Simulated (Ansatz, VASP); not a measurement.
# SiC (Moissanite): VASP beside Ansatz, part 2 of 2

One calculation is typed for both programs; each brings its own data sets. How far apart do they land? The cell is taken from a series of runs on this material, whose earlier steps may have relaxed, scaled, displaced or heated it; both programs get it as it stands.

VASP 6.6.1 and Ansatz 0.2.0.

So far: The structure; Ansatz: dielectric response, PBE.

### 3. VASP: dielectric response, PBE

Level of this step: PBE; plane waves and PAW (Si, C) (VASP).

The same cell, functional and mesh now go to VASP, with its own data sets.

Lines of VASP's logs that name or quote its potential files are left out, and so is its time.

INCAR

```
SYSTEM = SiC
PREC = Accurate
ENCUT = 520
EDIFF = 1E-08
NELM = 120
ISMEAR = 0
SIGMA = 0.01
LREAL = .FALSE.
ALGO = Normal
GGA = PE
NBANDS = 36
LORBIT = 11
LWAVE = .FALSE.
LCHARG = .FALSE.
ISIF = 2
LEPSILON = .TRUE.
LASPH = .TRUE.
GGA_COMPAT = .FALSE.
EFERMI = MIDGAP
KPAR = 2
```

POSCAR

```
SiC
1.0
    3.0810000000      0.0000000000      0.0000000000
   -1.5405000000      2.6682242691      0.0000000000
    0.0000000000      0.0000000000     15.1248000000
Si C
6 6
Direct
    0.0000000000      0.0000000000      0.0000000000
    0.0000000000      0.0000000000      0.5000000000
    0.3333333333      0.6666666667      0.1664000000
    0.6666666667      0.3333333333      0.6664000000
    0.6666666667      0.3333333333      0.3329000000
    0.3333333333      0.6666666667      0.8329000000
    0.3333333333      0.6666666667      0.0412000000
    0.6666666667      0.3333333333      0.5412000000
    0.6666666667      0.3333333333      0.2080000000
    0.3333333333      0.6666666667      0.7080000000
    0.0000000000      0.0000000000      0.3746000000
    0.0000000000      0.0000000000      0.8746000000
```

KPOINTS

```
Automatic mesh
0
Gamma
9 9 2
0 0 0
```

The projector-augmented-wave data sets are Si and C (PBE family, release 64).

Command:

```console
$ mpirun -np 2 vasp_std
```

Numbers of over 12 decimals in the logs are rounded to 6 here.

Log:

```text
[banner, memory and clock lines left out]
running    2 mpi-ranks, on    1 nodes
 distrk:  each k-point on    1 cores,    2 groups
 distr:  one band on    1 cores,    1 groups

 POSCAR found type information on POSCAR SiC
 POSCAR found :  2 types and      12 ions
 LDA part: xc-table for (Slater+PW92), standard interpolation
 POSCAR, INCAR and KPOINTS ok, starting setup
 FFT: planning ... GRIDC
 FFT: planning ... GRID_SOFT
 FFT: planning ... GRID
 WAVECAR not read
 entering main loop
       N       E                     dE             d eps       ncg     rms          rms(c)
DAV:   1     0.124595889486E+03    0.12460E+03   -0.21663E+04  1728   0.119E+03
DAV:   2    -0.894316587914E+02   -0.21403E+03   -0.19990E+03  2260   0.210E+02
DAV:   3    -0.101275654929E+03   -0.11844E+02   -0.11758E+02  2264   0.468E+01
DAV:   4    -0.101455065491E+03   -0.17941E+00   -0.17907E+00  2208   0.659E+00
DAV:   5    -0.101458823795E+03   -0.37583E-02   -0.37556E-02  2220   0.906E-01    0.215E+01
DAV:   6    -0.906497370640E+02    0.10809E+02   -0.31872E+01  2128   0.208E+01    0.963E+00
DAV:   7    -0.904044540808E+02    0.24528E+00   -0.32144E+00  2316   0.681E+00    0.413E+00
DAV:   8    -0.903597752605E+02    0.44679E-01   -0.19847E-01  2104   0.179E+00    0.128E+00
DAV:   9    -0.903552553904E+02    0.45199E-02   -0.28691E-02  2172   0.782E-01    0.183E-01
DAV:  10    -0.903559447194E+02   -0.68933E-03   -0.22842E-03  2168   0.205E-01    0.954E-02
DAV:  11    -0.903560885538E+02   -0.14383E-03   -0.31211E-04  2028   0.964E-02    0.199E-02
DAV:  12    -0.903560903808E+02   -0.18270E-05   -0.13662E-05  2240   0.170E-02    0.872E-03
DAV:  13    -0.903560917937E+02   -0.14130E-05   -0.14518E-06  2124   0.583E-03    0.223E-03
DAV:  14    -0.903560921765E+02   -0.38278E-06   -0.11484E-07  2244   0.177E-03    0.117E-03
DAV:  15    -0.903560923222E+02   -0.14572E-06   -0.61576E-08  2028   0.119E-03    0.558E-04
DAV:  16    -0.903560924153E+02   -0.93045E-07   -0.51085E-09  1396   0.414E-04    0.468E-04
DAV:  17    -0.903560923708E+02    0.44431E-07   -0.35766E-09  1244   0.263E-04    0.833E-05
DAV:  18    -0.903560923666E+02    0.42446E-08   -0.50589E-10  1224   0.140E-04
   1 F= -.90356092E+02 E0= -.90356092E+02  d E =0.000000E+00
 Linear response reoptimize wavefunctions to high precision
DAV:   1    -0.903560923698E+02   -0.32032E-08   -0.30908E-10  1212   0.750E-05
DAV:   2    -0.903560923697E+02    0.73669E-10   -0.35976E-11  1176   0.323E-05
 Linear response G [H, r] |phi>, progress :
  Direction:   1
       N       E                     dE             d eps       ncg     rms
RMM:   1    -0.228615624103E+03   -0.22862E+03    0.28657E+01  4489   0.754E+01
RMM:   2    -0.154519978856E+03    0.74096E+02   -0.22901E+01  2987   0.220E+01
RMM:   3    -0.154767998077E+03   -0.24802E+00   -0.42349E-01  3139   0.291E+00
RMM:   4    -0.154774370929E+03   -0.63729E-02   -0.12534E-02  3311   0.512E-01
RMM:   5    -0.154774805029E+03   -0.43410E-03   -0.11267E-03  3286   0.108E-01
RMM:   6    -0.154774809590E+03   -0.45606E-05   -0.21691E-04  3398   0.290E-02
RMM:   7    -0.154774810158E+03   -0.56838E-06   -0.40245E-04  3390   0.114E-02
RMM:   8    -0.154774809844E+03    0.31431E-06   -0.17529E-04  3537   0.763E-03
RMM:   9    -0.154774812273E+03   -0.24293E-05    0.18453E-05  3525   0.675E-03
RMM:  10    -0.154774811373E+03    0.90041E-06   -0.20532E-04  3410   0.647E-03
RMM:  11    -0.154774811871E+03   -0.49854E-06   -0.33094E-04  3275   0.639E-03
RMM:  12    -0.154774811205E+03    0.66618E-06   -0.32461E-04  3253   0.637E-03
 Linear response G [H, r] |phi>, progress :
  Direction:   2
       N       E                     dE             d eps       ncg     rms
RMM:   1    -0.259757115100E+03   -0.25976E+03   -0.42923E+02  4338   0.724E+01
RMM:   2    -0.195367133417E+03    0.64390E+02   -0.18896E+01  2977   0.204E+01
RMM:   3    -0.195585725314E+03   -0.21859E+00   -0.32347E-01  3102   0.255E+00
RMM:   4    -0.195590809950E+03   -0.50846E-02   -0.88975E-03  3279   0.420E-01
RMM:   5    -0.195591022461E+03   -0.21251E-03   -0.88608E-04  3265   0.808E-02
RMM:   6    -0.195591026593E+03   -0.41318E-05   -0.46639E-04  3366   0.208E-02
RMM:   7    -0.195591023429E+03    0.31638E-05   -0.25806E-04  3374   0.904E-03
RMM:   8    -0.195591024108E+03   -0.67872E-06   -0.43115E-04  3481   0.690E-03
RMM:   9    -0.195591023482E+03    0.62573E-06   -0.56089E-04  3495   0.655E-03
RMM:  10    -0.195591023218E+03    0.26424E-06   -0.36975E-04  3339   0.642E-03
RMM:  11    -0.195591023308E+03   -0.90167E-07   -0.21405E-04  3201   0.639E-03
 Linear response G [H, r] |phi>, progress :
  Direction:   3
       N       E                     dE             d eps       ncg     rms
RMM:   1    -0.317428204348E+03   -0.31743E+03   -0.53925E+02  4554   0.797E+01
RMM:   2    -0.174858586938E+03    0.14257E+03   -0.31327E+01  2946   0.245E+01
RMM:   3    -0.175082590036E+03   -0.22400E+00   -0.72045E-01  3080   0.318E+00
RMM:   4    -0.175068136188E+03    0.14454E-01   -0.10592E-02  3262   0.521E-01
RMM:   5    -0.175067276742E+03    0.85945E-03    0.14453E-02  3239   0.105E-01
RMM:   6    -0.175067651312E+03   -0.37457E-03    0.11529E-02  3318   0.260E-02
RMM:   7    -0.175067830007E+03   -0.17869E-03    0.97345E-03  3299   0.929E-03
RMM:   8    -0.175067900623E+03   -0.70616E-04    0.99628E-03  3391   0.595E-03
[...]
Linear response to external field (no local field effect), progress :
  Direction:   2
       N       E                     dE             d eps       ncg     rms          rms(c)
RMM:   1    -0.256022100691E+01   -0.25602E+01   -0.10503E+01  3377   0.454E+00
RMM:   2    -0.262358930599E+01   -0.63368E-01   -0.30062E-02  3014   0.685E-01
RMM:   3    -0.262417499224E+01   -0.58569E-03   -0.80121E-04  3100   0.796E-02
RMM:   4    -0.262419674404E+01   -0.21752E-04   -0.30576E-05  3148   0.146E-02
RMM:   5    -0.262419765534E+01   -0.91130E-06   -0.43079E-06  3159   0.296E-03
RMM:   6    -0.262419771269E+01   -0.57349E-07   -0.31039E-06  2957   0.101E-03
RMM:   7    -0.262419771834E+01   -0.56464E-08   -0.30757E-06  2522   0.654E-04
RMM:   8    -0.262419772001E+01   -0.16669E-08   -0.30973E-06  2353   0.600E-04
RMM:   9    -0.262419771534E+01    0.46657E-08   -0.31001E-06  2305   0.594E-04
RMM:  10    -0.262419772858E+01   -0.13239E-07   -0.38082E-06  2339   0.595E-04
 change of polarisation eV/A/(eV/A) component  2 :    -1.550     5.248     0.000
 dielectric tensor                  component  2 :    -2.256     8.638     0.000
 Linear response to external field (no local field effect), progress :
  Direction:   3
       N       E                     dE             d eps       ncg     rms          rms(c)
RMM:   1    -0.215610943628E+01   -0.21561E+01   -0.88077E+00  3429   0.419E+00
RMM:   2    -0.222488809613E+01   -0.68779E-01   -0.28072E-02  2976   0.640E-01
RMM:   3    -0.222546563800E+01   -0.57754E-03   -0.76029E-04  3066   0.730E-02
RMM:   4    -0.222548695213E+01   -0.21314E-04   -0.27819E-05  3140   0.133E-02
RMM:   5    -0.222548777296E+01   -0.82083E-06   -0.27095E-06  3130   0.254E-03
RMM:   6    -0.222548782002E+01   -0.47055E-07   -0.15898E-06  2902   0.790E-04
RMM:   7    -0.222548782358E+01   -0.35581E-08   -0.15441E-06  2434   0.468E-04
RMM:   8    -0.222548782397E+01   -0.39559E-09   -0.15296E-06  2323   0.421E-04
RMM:   9    -0.222548781736E+01    0.66115E-08   -0.11640E-06  2266   0.415E-04
RMM:  10    -0.222548782328E+01   -0.59227E-08    0.22701E-06  2311   0.415E-04
RMM:  11    -0.222548783278E+01   -0.94933E-08   -0.41716E-06  2275   0.420E-04
 change of polarisation eV/A/(eV/A) component  3 :     0.000    -0.000     4.451
 dielectric tensor                  component  3 :     0.000    -0.000     7.478
 Linear response to external field, progress :
  Direction:   1
       N       E                     dE             d eps       ncg     rms          rms(c)
RMM:   1    -0.210296730106E+01   -0.21030E+01   -0.84073E+00  7049   0.428E+00
RMM:   2    -0.215954675346E+01   -0.56579E-01   -0.26617E-02  6240   0.657E-01    0.212E+00
RMM:   3    -0.212228536977E+01    0.37261E-01   -0.45966E-02  6319   0.791E-01    0.126E+00
RMM:   4    -0.221587278783E+01   -0.93587E-01   -0.61083E-02  6396   0.934E-01    0.199E-01
RMM:   5    -0.222982150173E+01   -0.13949E-01   -0.21633E-03  6446   0.206E-01    0.245E-02
RMM:   6    -0.223179402219E+01   -0.19725E-02   -0.40713E-05  6698   0.275E-02    0.110E-02
RMM:   7    -0.223266071582E+01   -0.86669E-03   -0.63085E-06  6560   0.113E-02    0.151E-03
RMM:   8    -0.223272412326E+01   -0.63407E-04   -0.20741E-06  6747   0.233E-03    0.569E-04
RMM:   9    -0.223272231144E+01    0.18118E-05   -0.42077E-06  6694   0.130E-03    0.994E-05
RMM:  10    -0.223272504694E+01   -0.27355E-05   -0.24032E-06  6557   0.636E-04    0.404E-05
RMM:  11    -0.223272443666E+01    0.61028E-06    0.27198E-07  5892   0.550E-04    0.764E-06
 change of polarisation eV/A/(eV/A) component  1 :     4.158    -0.845    -0.000
 dielectric tensor                  component  1 :     7.051    -1.230    -0.000
 Linear response to external field, progress :
  Direction:   2
       N       E                     dE             d eps       ncg     rms          rms(c)
RMM:   1    -0.210419845681E+01   -0.21042E+01   -0.84196E+00  7121   0.423E+00
RMM:   2    -0.215955815334E+01   -0.55360E-01   -0.26120E-02  6269   0.646E-01    0.212E+00
RMM:   3    -0.212229813746E+01    0.37260E-01   -0.45902E-02  6382   0.790E-01    0.126E+00
RMM:   4    -0.221588684200E+01   -0.93589E-01   -0.61161E-02  6407   0.934E-01    0.198E-01
RMM:   5    -0.222978767492E+01   -0.13901E-01   -0.21619E-03  6462   0.206E-01    0.245E-02
RMM:   6    -0.223179676413E+01   -0.20091E-02   -0.43904E-05  6722   0.277E-02    0.111E-02
RMM:   7    -0.223265116559E+01   -0.85440E-03   -0.77886E-06  6549   0.113E-02    0.149E-03
RMM:   8    -0.223272301967E+01   -0.71854E-04   -0.20836E-06  6766   0.238E-03    0.573E-04
RMM:   9    -0.223272187878E+01    0.11409E-05   -0.23578E-06  6689   0.129E-03    0.125E-04
RMM:  10    -0.223272462841E+01   -0.27496E-05   -0.35187E-06  6648   0.673E-04    0.409E-05
RMM:  11    -0.223272399347E+01    0.63494E-06   -0.36244E-06  5984   0.579E-04    0.183E-05
RMM:  12    -0.223272445681E+01   -0.46334E-06   -0.21462E-06  5080   0.553E-04    0.312E-06
 change of polarisation eV/A/(eV/A) component  2 :    -0.842     4.158     0.000
 dielectric tensor                  component  2 :    -1.226     7.051     0.000
 Linear response to external field, progress :
  Direction:   3
       N       E                     dE             d eps       ncg     rms          rms(c)
RMM:   1    -0.215610943628E+01   -0.21561E+01   -0.88077E+00  3429   0.419E+00
RMM:   2    -0.222488854669E+01   -0.68779E-01   -0.28071E-02  2976   0.640E-01    0.213E+00
RMM:   3    -0.218927633770E+01    0.35612E-01   -0.43459E-02  3002   0.776E-01    0.127E+00
RMM:   4    -0.228462816557E+01   -0.95352E-01   -0.59197E-02  3068   0.924E-01    0.196E-01
RMM:   5    -0.229794821159E+01   -0.13320E-01   -0.21321E-03  3077   0.203E-01    0.264E-02
RMM:   6    -0.230002543256E+01   -0.20772E-02   -0.39725E-05  3216   0.279E-02    0.117E-02
RMM:   7    -0.230074140421E+01   -0.71597E-03   -0.46936E-06  3166   0.958E-03    0.223E-03
RMM:   8    -0.230099179256E+01   -0.25039E-03   -0.18639E-06  3243   0.320E-03    0.620E-04
RMM:   9    -0.230099163428E+01    0.15828E-06   -0.10153E-06  3214   0.109E-03    0.281E-04
RMM:  10    -0.230100020783E+01   -0.85735E-05   -0.13209E-06  3265   0.597E-04    0.651E-05
RMM:  11    -0.230099934192E+01    0.86592E-06   -0.10498E-06  2974   0.457E-04    0.247E-05
RMM:  12    -0.230099983527E+01   -0.49335E-06   -0.79776E-07  2448   0.399E-04    0.749E-06
 change of polarisation eV/A/(eV/A) component  3 :    -0.000    -0.000     4.292
 dielectric tensor                  component  3 :    -0.000    -0.000     7.246
 Born effective charges drift removed
```

From OUTCAR (step 3):

```text
ion  position               nearest neighbor table
   1  0.000  0.000  0.000-   7 1.88   7 1.88   7 1.88  12 1.90   3 3.08   3 3.08   3 3.08   6 3.09
                             6 3.09   6 3.09
   2  0.000  0.000  0.500-   8 1.88   8 1.88   8 1.88  11 1.90   4 3.08   4 3.08   4 3.08   5 3.09
                             5 3.09   5 3.09
   3  0.333  0.667  0.166-   9 1.89   9 1.89   9 1.89   7 1.89   1 3.08   1 3.08   1 3.08   5 3.08
                             5 3.08   5 3.08
   4  0.667  0.333  0.666-  10 1.89  10 1.89  10 1.89   8 1.89   2 3.08   2 3.08   2 3.08   6 3.08
                             6 3.08   6 3.08
   5  0.667  0.333  0.333-  11 1.89  11 1.89  11 1.89   9 1.89   3 3.08   3 3.08   3 3.08   2 3.09
                             2 3.09   2 3.09
   6  0.333  0.667  0.833-  12 1.89  12 1.89  12 1.89  10 1.89   4 3.08   4 3.08   4 3.08   1 3.09
                             1 3.09   1 3.09
   7  0.333  0.667  0.041-   1 1.88   1 1.88   1 1.88   3 1.89
   8  0.667  0.333  0.541-   2 1.88   2 1.88   2 1.88   4 1.89
   9  0.667  0.333  0.208-   3 1.89   3 1.89   3 1.89   5 1.89
  10  0.333  0.667  0.708-   4 1.89   4 1.89   4 1.89   6 1.89
  11  0.000  0.000  0.375-   5 1.89   5 1.89   5 1.89   2 1.90
  12  0.000  0.000  0.875-   6 1.89   6 1.89   6 1.89   1 1.90

  LATTYP: Found a hexagonal cell.
 ALAT       =     3.0810000000
 C/A-ratio  =     4.9090555015

 Subroutine GETGRP returns: Found 12 space group operations
 (whereof  6 operations were pure point group operations)

The static configuration has the point symmetry C_3v.
 The point group associated with its full space group is C_6v.

 Found     24 irreducible k-points:

   k-points           NKPTS =     24   k-points in BZ     NKDIM =     24   number of bands    NBANDS=     36

   dimension x,y,z NGX =    24 NGY =   24 NGZ =  112
   dimension x,y,z NGXF=    48 NGYF=   48 NGZF=  224

   ENCUT  =  520.0 eV  38.22 Ry    6.18 a.u.   5.73  5.73 28.12*2*pi/ulx,y,z

   NELECT =      48.0000    total number of electrons

 k-points in reciprocal lattice and weights: Automatic mesh
   0.00000000  0.00000000  0.00000000       0.006
   0.11111111 -0.00000000  0.00000000       0.037
   0.22222222 -0.00000000  0.00000000       0.037
   0.33333333 -0.00000000  0.00000000       0.037
   0.44444444 -0.00000000  0.00000000       0.037
   0.11111111  0.11111111  0.00000000       0.037
   0.22222222  0.11111111  0.00000000       0.074
   0.33333333  0.11111111  0.00000000       0.074
   0.44444444  0.11111111  0.00000000       0.037
[...]
0.33333333  0.22222222  0.50000000       0.074
   0.33333333  0.33333333  0.50000000       0.012

 average (electrostatic) potential at core
       1 -80.4354       2 -80.4354       3 -80.4031       4 -80.4031       5 -80.3520
       6 -80.3520       7 -44.8644       8 -44.8644       9 -44.8015      10 -44.8015
      11 -44.7485      12 -44.7485

  Total        2.2797960      2.2797960      2.0079469     -0.0000000      0.0000000      0.0000000
  in kB       29.3766932     29.3766932     25.8737357     -0.0000000      0.0000000      0.0000000
  external PRESSURE =      28.2090407 kB  Pullay stress =       0.0000000 kB

  energy-cutoff  :      520.00
  volume of cell :      124.34
      direct lattice vectors                 reciprocal lattice vectors
     3.081000000  0.000000000  0.000000000     0.324569945  0.187390545  0.000000000
    -1.540500000  2.668224269  0.000000000     0.000000000  0.374781090  0.000000000
     0.000000000  0.000000000 15.124800000     0.000000000  0.000000000  0.066116577

 POSITION                                       TOTAL-FORCE (eV/Angst)
 -----------------------------------------------------------------------------------
      0.00000      0.00000      0.00000         0.000000     -0.000000     -0.163911
      0.00000      0.00000      7.56240        -0.000000      0.000000     -0.163911
     -0.00000      1.77882      2.51677         0.000000      0.000000      0.000243
      1.54050      0.88941     10.07917        -0.000000     -0.000000      0.000243
      1.54050      0.88941      5.03505        -0.000000     -0.000000      0.101162
     -0.00000      1.77882     12.59745         0.000000     -0.000000      0.101162
     -0.00000      1.77882      0.62314        -0.000000      0.000000      0.175186
      1.54050      0.88941      8.18554         0.000000     -0.000000      0.175186
      1.54050      0.88941      3.14596         0.000000     -0.000000     -0.042521
     -0.00000      1.77882     10.70836        -0.000000      0.000000     -0.042521
      0.00000      0.00000      5.66575         0.000000      0.000000     -0.070158
      0.00000      0.00000     13.22815         0.000000     -0.000000     -0.070158
 -----------------------------------------------------------------------------------
    total drift:                               -0.000000     -0.000000      0.000143

 MACROSCOPIC STATIC DIELECTRIC TENSOR (including local field effects in DFT)
 ------------------------------------------------------
           7.050692    -0.000000     0.000000
           0.000000     7.050692     0.000000
           0.000000     0.000000     7.246321
 ------------------------------------------------------

 PIEZOELECTRIC TENSOR (including local field effects)  for field in x, y, z        (C/m^2)
          XX          YY          ZZ          XY          YZ          ZX
  --------------------------------------------------------------------------------
  x     0.00000     0.00000    -0.00000     0.00000     0.00000    -0.57962
  y     0.00000     0.00000    -0.00000     0.00000    -0.57962     0.00000
  z    -0.53874    -0.53874     1.03406     0.00000     0.00000     0.00000

 BORN EFFECTIVE CHARGES (including local field effects) (in |e|, cummulative output)
 ---------------------------------------------------------------------------------
 ion    1
    1     2.67071     0.00000     0.00000
    2    -0.00000     2.67071     0.00000
    3     0.00000     0.00000     2.60499
 ion    2
    1     2.67071     0.00000    -0.00000
    2    -0.00000     2.67071     0.00000
    3     0.00000     0.00000     2.60499
 ion    3
    1     2.70019     0.00000     0.00000
    2     0.00000     2.70019     0.00000
    3     0.00000     0.00000     2.76420
 ion    4
    1     2.70019    -0.00000     0.00000
    2     0.00000     2.70019     0.00000
    3    -0.00000     0.00000     2.76420
 ion    5
    1     2.67503     0.00000     0.00000
    2     0.00000     2.67503     0.00000
    3     0.00000    -0.00000     2.85766
 ion    6
    1     2.67503     0.00000     0.00000
    2     0.00000     2.67503     0.00000
    3     0.00000     0.00000     2.85766
 ion    7
    1    -2.66680    -0.00000    -0.00000
    2     0.00000    -2.66680     0.00000
    3     0.00000     0.00000    -2.79478
 ion    8
    1    -2.66680     0.00000     0.00000
    2     0.00000    -2.66680    -0.00000
    3     0.00000     0.00000    -2.79478
 ion    9
    1    -2.68240     0.00000     0.00000
    2     0.00000    -2.68240     0.00000
    3     0.00000    -0.00000    -2.74466
 ion   10
    1    -2.68240    -0.00000     0.00000
    2     0.00000    -2.68240     0.00000
    3     0.00000     0.00000    -2.74466
 ion   11
    1    -2.69672     0.00000     0.00000
    2     0.00000    -2.69672     0.00000
    3     0.00000     0.00000    -2.68741
 ion   12
    1    -2.69672     0.00000     0.00000
    2     0.00000    -2.69672    -0.00000
    3     0.00000     0.00000    -2.68741
```

### 4. Side by side

Known differences besides the potentials themselves: fixed occupations in Ansatz, narrow Gaussian smearing in VASP; VASP's response is taken on the typed mesh, Ansatz refines its own for the field response alone; the cutoff is 420 eV in Ansatz and 520 eV in VASP. Total energies have different zeros and are not compared.

Compared:

| quantity | Ansatz | VASP | difference |
| --- | --- | --- | --- |
| ε∞ xx | 7.00 | 7.05 | -0.79 % |
| ε∞ yy | 7.00 | 7.05 | -0.79 % |
| ε∞ zz | 7.25 | 7.25 | +0.01 % |
| Born charge of Si1 (mean of the diagonal) (e) | 2.67 | 2.65 | +0.02 |
| Born charge of C7 (mean of the diagonal) (e) | -2.73 | -2.71 | -0.02 |

### 5. Results

```json
{
 "difference in ε∞ xx (dielectric response, PBE)": "-0.79 %"
}
```

**Reading.** The difference in ε∞ xx is -0.79 % (dielectric response, PBE), within the 5 % picked in this series as the mark of a large difference. How closely two codes agree says nothing of how well the functional describes the real material.

[Lines on the potential files, build, host, timing and source positions are cut from VASP's logs without a mark.]

[Logs are printed without paths, hosts, clocks, repeated set-up lines and the standing remarks that a program may print on its own settings, such as how far it seeks lower states.]

[Hosts, paths, dates, database ids (printed as entryN), source tags and the programs' standing remarks are cut or masked in the printed files.]
